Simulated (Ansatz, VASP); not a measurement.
# Ti2OsPt5: VASP beside Ansatz

Aim: how closely do two programs agree when they are given the same cell, functional and k mesh? The cell is invented: As first built, before any earlier steps moved the atoms (in the runner's words): it takes the TiPt3 structure with some of its atoms replaced by other elements, volume scaled by an estimate. It may not be a known or stable phase. The cell is taken from a series of VASP runs on this material, whose earlier steps may have relaxed, scaled or displaced it; both programs get it as it stands.

Calculated with Ansatz 0.2.0; plane waves, with VASP 6.6.1 beside it; single point at PBE.

### Step 1. Starting point

Symmetry: I4/mmm, No. 139, tetragonal system. Conventional cell: a = 5.509 Å, b = 5.509 Å, c = 7.975 Å, α = 90.00°, β = 90.00°, γ = 90.00°. Pt has 4 Ti at 2.75 Å and 8 Pt at 2.79 Å nearest. Nearest to Pt lie 6 Pt at 2.75 to 2.79 Å and 4 Ti at 2.79 Å and 2 Os at 2.79 Å. Nearest to Os lie 4 Ti at 2.75 Å and 8 Pt at 2.79 Å. Ti has 2 Os at 2.75 Å and 10 Pt at 2.75 to 2.79 Å nearest. As first built, before any earlier steps moved the atoms (in the runner's words): sites of the TiPt3 structure (space group 221) filled with other elements, volume scaled by an estimate. Farther neighbours are not listed.

Coordinates:

```cif
data_structure
_symmetry_space_group_name_H-M 'P 1'
_symmetry_Int_Tables_number 1
_cell_length_a 5.5746
_cell_length_b 5.5746
_cell_length_c 5.5746
_cell_angle_alpha 120.776
_cell_angle_beta 120.776
_cell_angle_gamma 88.661
_cell_volume 121.02
loop_
_atom_site_label
_atom_site_type_symbol
_atom_site_fract_x
_atom_site_fract_y
_atom_site_fract_z
_atom_site_occupancy
Pt1 Pt 0.50000 0.50000 0.00000 1
Pt2 Pt 0.00000 0.50000 0.00000 1
Pt3 Pt 0.50000 0.00000 0.00000 1
Pt4 Pt 0.50000 0.50000 0.50000 1
Pt5 Pt 0.00000 0.00000 0.50000 1
Os6 Os 0.00000 0.00000 0.00000 1
Ti7 Ti 0.00000 0.50000 0.50000 1
Ti8 Ti 0.50000 0.00000 0.50000 1
```

### Step 2. VASP: single point, PBE

With cell and atoms fixed, the geometry can't cause a difference; cores, projectors, grids and the points listed under the comparison can.

Lines of VASP's logs that name or quote its potential files are left out, and so is its time.

File INCAR:

```
SYSTEM = Ti2OsPt5
PREC = Accurate
ENCUT = 400
EDIFF = 1E-06
NELM = 100
ISMEAR = -1
SIGMA = 0.01
LREAL = .FALSE.
ALGO = Normal
GGA = PE
LORBIT = 11
LWAVE = .FALSE.
LCHARG = .FALSE.
KPAR = 4
ISIF = 2
```

File POSCAR:

```
Ti2OsPt5
1.0
   -2.7545222433      2.7545222433      3.9876287078
    2.7545222433     -2.7545222433      3.9876287078
    2.7545222433      2.7545222433     -3.9876287078
Pt Os Ti
5 1 2
Direct
    0.5000000000      0.5000000000      0.0000000000
    0.0000000000      0.5000000000      0.0000000000
    0.5000000000      0.0000000000      0.0000000000
    0.5000000000      0.5000000000      0.5000000000
    0.0000000000      0.0000000000      0.5000000000
    0.0000000000      0.0000000000      0.0000000000
    0.0000000000      0.5000000000      0.5000000000
    0.5000000000      0.0000000000      0.5000000000
```

File KPOINTS:

```
Automatic mesh
0
Gamma
7 7 7
0 0 0
```

PAW data sets: Pt, Os and Ti_sv (PBE family, release 64).

The run is started by

```bash
mpirun -np 4 vasp_std
```

Numbers of over 12 decimals in the logs are rounded to 6 here.

Output:

```text
[banner, memory and clock lines left out]
running    4 mpi-ranks, on    1 nodes
 distrk:  each k-point on    1 cores,    4 groups
 distr:  one band on    1 cores,    1 groups

 POSCAR found type information on POSCAR PtOsTi
 POSCAR found :  3 types and       8 ions
 LDA part: xc-table for (Slater+PW92), standard interpolation
 POSCAR, INCAR and KPOINTS ok, starting setup
 FFT: planning ... GRIDC
 FFT: planning ... GRID_SOFT
 FFT: planning ... GRID
 WAVECAR not read
 entering main loop
       N       E                     dE             d eps       ncg     rms          rms(c)
DAV:   1     0.768287061963E+03    0.76829E+03   -0.34429E+04  4024   0.152E+03
DAV:   2     0.267755386581E+02   -0.74151E+03   -0.70925E+03  4090   0.455E+02
DAV:   3    -0.627888390735E+02   -0.89564E+02   -0.85462E+02  6532   0.137E+02
DAV:   4    -0.694715404446E+02   -0.66827E+01   -0.66310E+01  5670   0.340E+01
DAV:   5    -0.698034691141E+02   -0.33193E+00   -0.33161E+00  5608   0.658E+00    0.300E+01
DAV:   6    -0.660475301369E+02    0.37559E+01   -0.37832E+01  5821   0.358E+01    0.203E+01
DAV:   7    -0.647952625843E+02    0.12523E+01   -0.40523E+01  5654   0.287E+01    0.116E+01
DAV:   8    -0.633168186331E+02    0.14784E+01   -0.43845E+00  5533   0.125E+01    0.407E+00
DAV:   9    -0.632819574458E+02    0.34861E-01   -0.13173E+00  6300   0.492E+00    0.226E+00
DAV:  10    -0.632603569049E+02    0.21601E-01   -0.12529E-01  5269   0.220E+00    0.133E+00
DAV:  11    -0.632489293444E+02    0.11428E-01   -0.10569E-01  5932   0.170E+00    0.382E-01
DAV:  12    -0.632498430529E+02   -0.91371E-03   -0.11269E-02  5951   0.575E-01    0.333E-01
DAV:  13    -0.632482944515E+02    0.15486E-02   -0.10185E-02  5745   0.563E-01    0.962E-02
DAV:  14    -0.632482627976E+02    0.31654E-04   -0.69739E-04  5741   0.139E-01    0.203E-02
DAV:  15    -0.632482655130E+02   -0.27154E-05   -0.58042E-05  5932   0.469E-02    0.142E-02
DAV:  16    -0.632482631676E+02    0.23453E-05   -0.10150E-05  5268   0.193E-02    0.330E-03
DAV:  17    -0.632482626997E+02    0.46789E-06   -0.40884E-07  2911   0.518E-03
   1 F= -.63248263E+02 E0= -.63247501E+02  d E =-.152360E-02
```

Parts of OUTCAR (step 2):

```text
ion  position               nearest neighbor table
   1  0.500  0.500  0.000-   7 2.75   8 2.75   8 2.75   7 2.75   2 2.79   3 2.79   4 2.79   3 2.79
                             4 2.79   2 2.79   5 2.79   5 2.79
   2  0.000  0.500  0.000-   4 2.75   5 2.75   5 2.75   4 2.75   7 2.79   8 2.79   7 2.79   6 2.79
                             1 2.79   1 2.79   6 2.79   8 2.79
   3  0.500  0.000  0.000-   4 2.75   5 2.75   4 2.75   5 2.75   7 2.79   8 2.79   8 2.79   1 2.79
                             1 2.79   6 2.79   6 2.79   7 2.79
   4  0.500  0.500  0.500-   2 2.75   3 2.75   3 2.75   2 2.75   7 2.79   8 2.79   1 2.79   8 2.79
                             1 2.79   7 2.79   6 2.79   6 2.79
   5  0.000  0.000  0.500-   2 2.75   3 2.75   2 2.75   3 2.75   7 2.79   8 2.79   6 2.79   7 2.79
                             1 2.79   8 2.79   6 2.79   1 2.79
   6  0.000  0.000  0.000-   7 2.75   8 2.75   7 2.75   8 2.75   2 2.79   3 2.79   5 2.79   2 2.79
                             4 2.79   3 2.79   5 2.79   4 2.79
   7  0.000  0.500  0.500-   1 2.75   6 2.75   6 2.75   1 2.75   5 2.79   2 2.79   2 2.79   5 2.79
                             3 2.79   4 2.79   4 2.79   3 2.79
   8  0.500  0.000  0.500-   1 2.75   6 2.75   1 2.75   6 2.75   5 2.79   2 2.79   3 2.79   4 2.79
                             3 2.79   5 2.79   4 2.79   2 2.79

  LATTYP: Found a body centered tetragonal cell.
 ALAT       =     5.5090444866
 C/A-ratio  =     1.4476661851

 Subroutine GETGRP returns: Found 16 space group operations
 (whereof 16 operations were pure point group operations)

The static configuration has the point symmetry D_4h.

 Found     40 irreducible k-points:

   k-points           NKPTS =     40   k-points in BZ     NKDIM =     40   number of bands    NBANDS=     49

   dimension x,y,z NGX =    36 NGY =   36 NGZ =   36
   dimension x,y,z NGXF=    72 NGYF=   72 NGZF=   72

   ENCUT  =  400.0 eV  29.40 Ry    5.42 a.u.   9.09  9.09  9.09*2*pi/ulx,y,z

   NELECT =      82.0000    total number of electrons

 k-points in reciprocal lattice and weights: Automatic mesh
   0.00000000  0.00000000  0.00000000       0.003
   0.14285714  0.00000000  0.00000000       0.023
   0.28571429 -0.00000000  0.00000000       0.023
   0.42857143 -0.00000000  0.00000000       0.023
   0.14285714  0.14285714  0.00000000       0.023
   0.28571429  0.14285714  0.00000000       0.047
   0.42857143  0.14285714  0.00000000       0.047
  -0.42857143  0.14285714  0.00000000       0.047
  -0.28571429  0.14285714 -0.00000000       0.047
[...]
-0.42857143  0.42857143  0.42857143       0.012
  -0.42857143 -0.42857143  0.42857143       0.006

 average (electrostatic) potential at core
       1 -63.7078       2 -63.7925       3 -63.7925       4 -63.7925       5 -63.7925
       6 -41.1828       7 -71.0278       8 -71.0278

 E-fermi :  10.7070

 k-point     1 :       0.0000    0.0000    0.0000
  band No.  band energies     occupation
    ...
     35      10.4000      2.00000
     36      10.5659      2.00000
     37      10.5659      2.00000
     38      10.5905      1.99998
     39      10.5905      1.99998
     40      11.0104      0.00000
     41      11.4371      0.00000
     42      11.6876      0.00000
     43      11.6876      0.00000
     44      12.3037      0.00000
    ...

 k-point     2 :       0.1429    0.0000    0.0000
  band No.  band energies     occupation
    ...
     35       9.8943      2.00000
     36      10.2235      2.00000
     37      10.2613      2.00000
     38      10.5589      2.00000
     39      10.6641      1.97287
     40      10.7614      0.00861
     41      11.4931      0.00000
     42      11.5757      0.00000
     43      11.7017      0.00000
     44      11.7861      0.00000
    ...

 k-point     3 :       0.2857   -0.0000    0.0000
  band No.  band energies     occupation
    ...
     36       9.3196      2.00000
     37       9.8334      2.00000
     38       9.9807      2.00000
     39      10.0699      2.00000
     40      10.5837      1.99999
     41      10.7613      0.00872
     42      11.4033      0.00000
     43      11.5711      0.00000
     44      11.7062      0.00000
     45      12.0123      0.00000
    ...

  Total       -0.0017977     -0.0017977      0.0061048      0.0000000     -0.0000000      0.0000000
  in kB       -0.0237987     -0.0237987      0.0808191      0.0000000     -0.0000000      0.0000000
  external PRESSURE =       0.0110739 kB  Pullay stress =       0.0000000 kB

  energy-cutoff  :      400.00
  volume of cell :      121.02
      direct lattice vectors                 reciprocal lattice vectors
    -2.754522243  2.754522243  3.987628708     0.000000000  0.181519681  0.125387802
     2.754522243 -2.754522243  3.987628708     0.181519681  0.000000000  0.125387802
     2.754522243  2.754522243 -3.987628708     0.181519681  0.181519681  0.000000000

 POSITION                                       TOTAL-FORCE (eV/Angst)
 -----------------------------------------------------------------------------------
      0.00000      0.00000      3.98763         0.000000      0.000000     -0.000000
      1.37726     -1.37726      1.99381        -0.000000     -0.000000     -0.000000
     -1.37726      1.37726      1.99381        -0.000000     -0.000000      0.000000
      1.37726      1.37726      1.99381         0.000000     -0.000000      0.000000
      1.37726      1.37726     -1.99381         0.000000      0.000000      0.000000
      0.00000      0.00000      0.00000         0.000000     -0.000000      0.000000
      2.75452      0.00000      0.00000         0.000000     -0.000000      0.000000
      0.00000      2.75452      0.00000        -0.000000      0.000000     -0.000000
 -----------------------------------------------------------------------------------
    total drift:                                0.000000      0.000000     -0.000000

  FREE ENERGIE OF THE ION-ELECTRON SYSTEM (eV)
  ---------------------------------------------------
  free  energy   TOTEN  =       -63.2482626997 eV

  energy  without entropy=      -63.2467390973  energy(sigma->0) =      -63.24750090

 total charge
# of ion       s       p       d       tot
------------------------------------------
    1        0.690   0.644   8.053   9.388
    2        0.706   0.691   8.011   9.408
    3        0.706   0.691   8.011   9.408
    4        0.706   0.691   8.011   9.408
    5        0.706   0.691   8.011   9.408
    6        0.619   0.551   6.012   7.182
    7        2.209   6.159   1.806  10.174
    8        2.209   6.159   1.806  10.174
--------------------------------------------------
tot          8.551  16.277  49.723  74.551

[... 3 further parts left out ...]
```

The run ends at a pressure of 0.00 GPa.

### Step 3. Ansatz: single point, PBE

Ansatz runs on its default PAW (the set named soft_2) files.

The same cell, functional, mesh and smearing now go to Ansatz, which takes its cutoff from its data sets.

File input.yaml:

```yaml
crystal:
  lattice:
    - [-2.7545222433, 2.7545222433, 3.9876287078]
    - [2.7545222433, -2.7545222433, 3.9876287078]
    - [2.7545222433, 2.7545222433, -3.9876287078]
  atoms:
    - { symbol: Pt, position: [0.5, 0.5, 0.0] }
    - { symbol: Pt, position: [0.0, 0.5, 0.0] }
    - { symbol: Pt, position: [0.5, 0.0, 0.0] }
    - { symbol: Pt, position: [0.5, 0.5, 0.5] }
    - { symbol: Pt, position: [0.0, 0.0, 0.5] }
    - { symbol: Os, position: [0.0, 0.0, 0.0] }
    - { symbol: Ti, position: [0.0, 0.5, 0.5] }
    - { symbol: Ti, position: [0.5, 0.0, 0.5] }
hamiltonian:
  xc: pbe
  pseudopotentials: { kind: paw }
kpoints:
  mp_grid: { grid: [7, 7, 7] }
scf:
  occupations: { method: fermi_dirac, width: 0.01 }
  n_extra_bands: 6
output:
  forces: true
  stress: true
  eigenvalues: true
```

The run is started by

```bash
ansatz run input.yaml --threads 4 --pin off --max-ram 9216MiB --backend cpu --events-out ev --progress --plain --runs-dir out
```

Output:

```text
scf.n_extra_bands = 6 over 65 filled bands (N_el = 130.0): the run solves 71 bands
Engine: ansatz 0.2.0, aarch64-unknown-linux-gnu
Pseudopotentials: kind: paw
Pseudopotential: Pt, paw, valence charge 18, recommended cutoff 420 eV (normal), Pt.paw.azcp
Pseudopotential: Os, paw, valence charge 16, recommended cutoff 420 eV (normal), Os.paw.azcp
Pseudopotential: Ti, paw, valence charge 12, recommended cutoff 420 eV (normal), Ti.paw.azcp
Functional definition: PBE
  parameter kappa = 0.804
  parameter beta = 0.066725
  exchange = pbe_x(kappa = kappa, mu = beta*pi^2/3)
  correlation = pbe_c(beta = beta)
Crystal: 8 atoms, lattice volume = 121.023 Å³
Basis set: ecut = 420 eV, 2357 PW (Γ), exchange–correlation on 80×80×80 points (8 copies of the dense FFT grid, shifted against one another)
Bands: 71, of which v1, the nominal top of the filled ones, is band 65 counted from 1 (64 counted from 0)
Symmetry: 16 space group operations
Space group: I4/mmm (ITA 139), of the structure as read, at distance tolerance 4.9e-5 Å
k-points: 40 of 343
Non-local potential: Pt, projectors of the file, l = 0: 3, l = 1: 2, l = 2: 2, l = 3: 1
Non-local potential: Os, projectors of the file, l = 0: 3, l = 1: 2, l = 2: 2, l = 3: 1
Non-local potential: Ti, projectors of the file, l = 0: 3, l = 1: 2, l = 2: 3, l = 3: 1
PAW form: soft (Blöchl's): semilocal exchange-correlation on the pseudo side does not see the compensation charge
PAW one-centre angular grid: Pt, 590 points (default); XC on 64 Gauss nodes
PAW one-centre angular grid: Os, 590 points (default); XC on 64 Gauss nodes
PAW one-centre angular grid: Ti, 590 points (default); XC on 64 Gauss nodes
Initial density: superposition of atomic densities (neutral atoms: chi_scale 0, normalization atom), corrected by the library's trained network
Initial wavefunctions: pseudopotential atomic-orbital guess
Functional: x = pbe(κ = 0.804, μ = 0.219515), c = pbe(β = 0.066725)
SCF iter   1: F=—  HF=-79004.801689 eV  |F-HF|=—  |Δ(HF+E_count)|=         —  Δρ=6.47e-3  dr2=4.67e-2  ethr=1.77e-3  ⟨swp⟩=4.5  Hψ=8941  notcnv=0
preconditioner: auto → Kerker (q_TF=auto, 2.761 Å⁻¹)  [metal: Δε(μ)=0.012 eV  Ē_g=4.706 eV  σ=0.010 eV  W_gap=0.27  n_scr=50 (ndim 8)  ℏωp=27.4 eV  f_vac=0.000  D(μ)=4.29/eV (n_scr^D=26)]
SCF iter   2: F=—  HF=-79004.802224 eV  |F-HF|=—  |Δ(HF+E_count)|=   5.35e-4  Δρ=2.93e-3  dr2=6.82e-3  ethr=3.59e-5  ⟨swp⟩=2.0  Hψ=4547  notcnv=0  defer=58
SCF iter   3: F=—  HF=-79004.802247 eV  |F-HF|=—  |Δ(HF+E_count)|=   2.36e-5  Δρ=6.27e-4  dr2=2.78e-4  ethr=5.24e-6  ⟨swp⟩=2.1  Hψ=3807  notcnv=0  defer=58
SCF iter   4: F=—  HF=-79004.802280 eV  |F-HF|=—  |Δ(HF+E_count)|=   3.29e-5  Δρ=1.31e-4  dr2=3.82e-5  ethr=2.14e-7  ⟨swp⟩=2.0  Hψ=4011  notcnv=0  defer=58
SCF iter   5: F=—  HF=-79004.802294 eV  |F-HF|=—  |Δ(HF+E_count)|=   1.40e-5  Δρ=3.99e-5  dr2=3.44e-6  ethr=2.94e-8  ⟨swp⟩=2.0  Hψ=3421  notcnv=0  defer=58
SCF iter   6: F=—  HF=-79004.802294 eV  |F-HF|=—  |Δ(HF+E_count)|=   7.80e-7  Δρ=1.15e-5  dr2=2.71e-7  ethr=2.64e-9  ⟨swp⟩=2.0  Hψ=4087  notcnv=0  defer=58
SCF iter   7: F=-79004.802294 eV  HF=-79004.802294 eV  |F-HF|=9.18e-9  |Δ(HF+E_count)|=   5.56e-8  Δρ=3.18e-6  dr2=1.54e-8  ethr=7.69e-11  ⟨swp⟩=7.4  Hψ=10180  notcnv=0
SCF 1 converged in 7 iterations: F = -79004.802294 eV  dr2 = 1.54e-8
  greatest PAW one-centre occupation: 1.000 electrons in one spin orbital (limit 2), on the Pt atom at site 4 (counted from 0), in its partial waves of l = 0
SCF converged after 7 iterations
Free energy (F): -79004.802294 eV
Harris-Foulkes:  -79004.802294 eV  (|F-HF|=9.18e-9)
Internal energy: -79004.800674 eV  (E = F + TS)
E sigma→0 (E₀):  -79004.801484 eV
Entropy (-TS):   -0.001619 eV (-0.202 meV/atom)
Fermi energy:    21.620781 eV
--- Per-component energies (eV) ---
  E_band       = -1092.668481
  E_kinetic    = 4297.318463
  E_local      = -10012.195852  (includes V_loc(G=0)·N_el)
  E_nonlocal   = 1001.809109
  E_hartree    = 3829.849775
  E_xc         = -1776.227132
  E_vxc        = -2049.747807  (∫ρ·V_xc dr)
  E_paw        = -58373.190974  (= ΣΔE_a)
  E_vpaw       = -1989.550084  (= ΣTr[D̂ρ^β])
  E_aug_tail   = 0.001168  (compensation charges beyond the density's cutoff)
  E_ewald      = -17972.165232
  E_smearing   = -0.001619  (= −TS)
  E_closure    = 0.000000  (closes the sum)
  Σ components = -79004.802294   (vs F -79004.802294, Δ=0.00e0)
--- Forces (eV/Å), atoms counted from 1 ---
  atom   1  Pt     0.00000000     0.00000000     0.00000000
  atom   2  Pt     0.00000000    -0.00000000     0.00000000
  atom   3  Pt     0.00000000    -0.00000000     0.00000000
  atom   4  Pt     0.00000000    -0.00000000     0.00000000
  atom   5  Pt     0.00000000    -0.00000000    -0.00000000
  atom   6  Os    -0.00000000    -0.00000000    -0.00000000
  atom   7  Ti     0.00000000    -0.00000000    -0.00000000
  atom   8  Ti     0.00000000    -0.00000000    -0.00000000
  max |Σ_I F_I| component: 4.26e-28 eV/Å
--- Stress (GPa, compression-positive) ---
        0.484749      -0.000000      -0.000000
       -0.000000       0.484749       0.000000
       -0.000000       0.000000       0.485756
  P = ⅓ Tr σ = 0.4851 GPa (4.851 kbar)
--- Band table (eV; the first three rows and the last of 40) ---
  k-point 0: bands = [... 61 lower, 21.5052, 21.5052, 21.9285, 22.3576, 22.6093, 22.6093, 23.2242, 23.3377, ... 2 higher]
  k-point 1: bands = [... 61 lower, 21.0188, 21.5279, 22.0308, 22.0848, 22.4740, 22.7369, 22.9225, 23.1506, ... 2 higher]
  k-point 2: bands = [... 61 lower, 20.3295, 20.8912, 21.3038, 21.3535, 22.1991, 22.5222, 22.6070, 22.6705, ... 2 higher]
  k-point 39: bands = [... 61 lower, 19.9926, 20.0065, 20.2995, 20.3640, 21.6700, 22.0868, 22.2699, 22.5834, ... 2 higher]
```

The job ended after 5.7 s (4 threads of Arm Neoverse V1, shared host; peak memory 0.69 GiB; 22 s of CPU time).

The run ends at a pressure of 0.49 GPa.

### Step 4. Comparison

Known differences besides the potentials themselves: the data sets hold 130 valence electrons in Ansatz (default PAW (the set named soft_2) files) and 82 in VASP; the cutoff is 420 eV in Ansatz and 400 eV in VASP; VASP leaves aspherical gradient terms in its spheres out (LASPH is not set), Ansatz keeps them. Total energies have different zeros and are not compared.

Compared:

```tsv
quantity	Ansatz	VASP	difference
pressure (GPa)	0.49	0.00	+0.48
pressure without Ansatz's Pulay correction (GPa)	0.42	0.00	+0.42
```

Ansatz's pressure holds a Pulay correction of 0.07 GPa; VASP's holds none.

### Step 5. Summary of results

- difference in pressure (single point, PBE): 0.48 GPa

The difference in pressure is 0.48 GPa (single point, PBE), within the 1 GPa picked in this series as the mark of a large difference. How closely two codes agree says nothing of how well the functional describes the real material.

[Lines on the potential files, build, host, timing and source positions are cut from VASP's logs without a mark.]

[Logs are printed without paths, hosts, clocks, repeated set-up lines and the standing remarks that a program may print on its own settings, such as how far it seeks lower states.]

[Hosts, paths, dates, database ids (printed as entryN), source tags and the programs' standing remarks are cut or masked in the printed files.]
